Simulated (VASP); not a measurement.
These are LDA (Ceperley-Alder, Perdew-Zunger), VASP's LDA PAW potentials (set 64) (plane waves; VASP 6.6.1) values and carry that method's errors.

VASP input:

### KPOINTS
```
Regular mesh
0
gamma
 4 4 4
0 0 0
```

INCAR:
```
# general
SYSTEM  = MnAl2
PREC    = Accurate
ENCUT   = 300
LREAL   = .False.
LASPH   = .True.

# electronic loop
EDIFF   = 1E-6
NELM    = 100
ALGO    = Normal
LMAXMIX = 4

# smearing
ISMEAR  = -1
SIGMA   = 0.1

# spin
ISPIN   = 2
MAGMOM  = 4*0.0 2*4.0

# ions
ISIF    = 2

# output
LWAVE   = .False.
LCHARG  = .False.
LORBIT  = 11
```

File POSCAR:
```
MnAl2
1
   -2.9249360000     2.9249360000     2.3535080000
    2.9249360000    -2.9249360000     2.3535080000
    2.9249360000     2.9249360000    -2.3535080000
Al Mn
4 2
Direct
  0.1580000000   0.6580000000   0.8160000000
  0.3420000000   0.1580000000   0.5000000000
  0.6580000000   0.8420000000   0.5000000000
  0.8420000000   0.3420000000   0.1840000000
  0.7500000000   0.7500000000   0.0000000000
  0.2500000000   0.2500000000   0.0000000000
```

POTCAR, in this order: Al Mn_pv (LDA.64 set). Program: vasp_std.

Output of the run:

OSZICAR:
```
       N       E                     dE             d eps       ncg     rms          rms(c)
DAV:   1     0.222267853748E+03    0.22227E+03   -0.15462E+04  1620   0.993E+02
DAV:   2    -0.265311725020E+02   -0.24880E+03   -0.24017E+03  1425   0.308E+02
DAV:   3    -0.385026488335E+02   -0.11971E+02   -0.11564E+02  1666   0.754E+01
DAV:   4    -0.386895592041E+02   -0.18691E+00   -0.18615E+00  1591   0.931E+00
DAV:   5    -0.386926295790E+02   -0.30704E-02   -0.30697E-02  1586   0.134E+00    0.289E+01
DAV:   6    -0.472604549938E+02   -0.85678E+01   -0.88918E+01  1585   0.747E+01    0.325E+01
DAV:   7    -0.379859620617E+02    0.92745E+01   -0.71655E+01  1622   0.610E+01    0.813E+00
DAV:   8    -0.377247572198E+02    0.26120E+00   -0.24153E+00  1522   0.114E+01    0.412E+00
DAV:   9    -0.377000827014E+02    0.24675E-01   -0.15250E-01  1646   0.260E+00    0.185E+00
DAV:  10    -0.376909704132E+02    0.91123E-02   -0.48855E-02  1606   0.150E+00    0.783E-01
DAV:  11    -0.376920115484E+02   -0.10411E-02   -0.57666E-03  1504   0.536E-01    0.373E-01
DAV:  12    -0.376928603928E+02   -0.84884E-03   -0.22919E-03  1664   0.323E-01    0.177E-01
DAV:  13    -0.376932115440E+02   -0.35115E-03   -0.49902E-04  1681   0.124E-01    0.126E-01
DAV:  14    -0.376933949133E+02   -0.18337E-03   -0.26615E-04  1712   0.105E-01    0.956E-02
DAV:  15    -0.376935788191E+02   -0.18391E-03   -0.60656E-04  1685   0.168E-01    0.450E-02
DAV:  16    -0.376936201754E+02   -0.41356E-04   -0.11116E-04  1732   0.634E-02    0.283E-02
DAV:  17    -0.376936402586E+02   -0.20083E-04   -0.12073E-04  1638   0.742E-02    0.899E-03
DAV:  18    -0.376936419323E+02   -0.16737E-05   -0.11648E-05  1621   0.209E-02    0.329E-03
DAV:  19    -0.376936420424E+02   -0.11010E-06   -0.23740E-07   771   0.338E-03
   1 F= -.37693642E+02 E0= -.37599647E+02  d E =-.187989E+00  mag=     0.0004
```

### OUTCAR
```
------------------------ aborting loop because EDIFF is reached ----------------------------------------
  FORCE on cell =-STRESS in cart. coord.  units (eV):
  Direction    XX          YY          ZZ          XY          YZ          ZX
  --------------------------------------------------------------------------------------
  Total        2.0949981      2.0949981     -1.9497878      0.0000000      0.0000000      0.0000000
  in kB       41.6759790     41.6759790    -38.7872977      0.0000000      0.0000000      0.0000000
  external PRESSURE =      14.8548868 kB  Pullay stress =       0.0000000 kB
  volume of cell :       80.54
      direct lattice vectors                 reciprocal lattice vectors
    -2.924936000  2.924936000  2.353508000     0.000000000  0.170943911  0.212448821
     2.924936000 -2.924936000  2.353508000     0.170943911  0.000000000  0.212448821
     2.924936000  2.924936000 -2.353508000     0.170943911  0.170943911  0.000000000
 POSITION                                       TOTAL-FORCE (eV/Angst)
 -----------------------------------------------------------------------------------
      3.84922      0.92428      0.00000         0.680520      0.680520      0.000000
      0.92428      2.00066      0.00000         0.680520     -0.680520     -0.000000
      2.00066      0.92428      2.35351        -0.680520      0.680520     -0.000000
     -0.92428      2.00066      2.35351        -0.680520     -0.680520     -0.000000
      0.00000      0.00000      3.53026        -0.000000      0.000000     -0.000000
      0.00000      0.00000      1.17675         0.000000      0.000000     -0.000000
 -----------------------------------------------------------------------------------
    total drift:                               -0.000000     -0.000000      0.000000
  FREE ENERGIE OF THE ION-ELECTRON SYSTEM (eV)
  ---------------------------------------------------
  free  energy   TOTEN  =       -37.6936420424 eV

  energy  without entropy=      -37.5056528526  energy(sigma->0) =      -37.59964745

 total charge

# of ion       s       p       d       tot
------------------------------------------
    1        0.440   0.404   0.000   0.845
    2        0.440   0.404   0.000   0.845
    3        0.440   0.404   0.000   0.845
    4        0.440   0.404   0.000   0.845
    5        0.404   6.384   5.308  12.096
    6        0.404   6.384   5.308  12.096
--------------------------------------------------
tot          2.568  14.386  10.617  27.571

 magnetization (x)

# of ion       s       p       d       tot
------------------------------------------
    1       -0.000  -0.000   0.000  -0.000
    2       -0.000  -0.000   0.000  -0.000
    3       -0.000  -0.000   0.000  -0.000
    4       -0.000  -0.000   0.000  -0.000
    5       -0.000  -0.000  -0.000  -0.000
    6       -0.000  -0.000  -0.000  -0.000
--------------------------------------------------
tot         -0.000  -0.000  -0.001  -0.001
```
(Selected blocks of OUTCAR.)

**OUTCAR**
```
 val. band max:        8.7245443043   @ k =   0.2500  -0.0000   0.0000

 cond. band min:       8.7403258344   @ k =   0.0000   0.0000   0.0000


 Fermi energy:         8.7345024840

 spin component 1

 k-point     1 :       0.0000    0.0000    0.0000
  band No.  band energies     occupation
      1     -38.7105      1.00000
      2     -38.2034      1.00000
      3     -38.2034      1.00000
      4     -38.1245      1.00000
      5     -38.1245      1.00000
      6     -38.0483      1.00000
      7      -1.7056      1.00000
      8       4.5769      1.00000
      9       5.2438      1.00000
     10       5.2438      1.00000
     11       5.8540      1.00000
     12       6.7404      1.00000
     13       6.7404      1.00000
     14       6.8325      1.00000
     15       7.3948      1.00000
     16       8.2221      0.99408
     17       8.4091      0.96283
     18       8.4091      0.96283
     19       8.5094      0.90475
     20       8.6339      0.73219
     21       8.7407      0.48457
     22       9.3641      0.00184
     23       9.8050      0.00002
     24       9.8050      0.00002
     25      10.8134      0.00000
     26      11.9602      0.00000
     27      12.9318      0.00000

 k-point     2 :       0.2500   -0.0000    0.0000
  band No.  band energies     occupation
      1     -38.6153      1.00000
      2     -38.1916      1.00000
      3     -38.1916      1.00000
      4     -38.1470      1.00000
      5     -38.1359      1.00000
      6     -38.1358      1.00000
      7      -1.0064      1.00000
      8       3.8503      1.00000
      9       4.3543      1.00000
     10       4.8925      1.00000
     11       5.3390      1.00000
     12       5.9794      1.00000
     13       6.7424      1.00000
     14       6.8348      1.00000
     15       7.2124      1.00000
     16       7.6160      0.99999
     17       7.8890      0.99979
     18       8.7233      0.52796
     19       8.7245      0.52487
...
```

At this cut-off the stress carries a Pulay error, which pulls relaxed volumes low. The moments were started parallel, and other spin orders were not tried in this run.

The structure was generated: MnAl2 was put into an ordered model structure, which need not be its known phase. The cell was not relaxed at this level. The k-mesh is coarse (spacing up to 0.43 per Å, 2π included), so the numbers may not be converged in it. The run is one of a series of settings (GGA removed, POTCAR Al Mn_pv (LDA.64 set) against the base run), some of them coarse on purpose.
